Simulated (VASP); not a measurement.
Crystal: HfZrSe3.

```xyz
5
Lattice="5.5088 0.0000 0.0000 -2.7544 4.7707 0.0000 0.0000 0.0000 4.7438" Properties=species:S:1:pos:R:3 pbc="T T T"
Zr    0.0000    0.0000    0.0000
Hf    0.0000    0.0000    2.3719
Se    2.7544    0.0000    2.3719
Se   -1.3772    2.3854    2.3719
Se    1.3772    2.3854    2.3719
```

The cell was built by a generator and needn't be a form met in nature.

* Program: VASP 6.6.1
* Task: relaxation of cell and atoms
* Functional: PBE
* Potentials or basis: VASP PAW PBE potentials, release 64 (Zr_sv, Hf_pv, Se)
* Cutoff: 520 eV
* k mesh: 3 × 3 × 3
* Occupations: gaussian, width 0.15 eV
* Spin: no spin polarisation

At the start: pressure 11.4 GPa; volume 24.93 Å³/atom.

Q: Where does the relaxation end?

A: Over 7 steps the energy falls by 248.4 meV/atom and the volume is 31.00 Å³/atom (+24.3 %); space group P6/mmm (No. 191, to 0.05 Å).

The path:
| step | energy change (eV) | largest force (eV/Å) | pressure (GPa) | volume (Å³) |
| --- | --- | --- | --- | --- |
| 1 | 0.0000 | 0.0000 | 11.42 | 124.67 |
| 2 | -0.9468 | 0.0000 | -2.00 | 159.57 |
| 3 | -0.9699 | 0.0000 | 0.15 | 153.46 |
| 4 | -1.1607 | 0.0000 | -2.61 | 164.50 |
| 5 | -1.1946 | 0.0000 | -1.90 | 161.23 |
| 6 | -1.2385 | 0.0000 | 0.62 | 153.39 |
| 7 | -1.2421 | 0.0000 | 0.07 | 155.02 |

Final structure:
```xyz
5
Lattice="5.7637 0.0000 0.0000 -2.8818 4.9915 0.0000 0.0000 0.0000 5.3885" Properties=species:S:1:pos:R:3 pbc="T T T"
Zr    0.0000    0.0000    0.0000
Hf    0.0000    0.0000    2.6943
Se    2.8818    0.0000    2.6943
Se   -1.4409    2.4957    2.6943
Se    1.4409    2.4957    2.6943
```

Caveat: the k mesh is coarse (spacing up to 0.44 Å⁻¹), so the values aren't converged; the volume moved by over 15 % at a fixed basis, so the end points are rough.
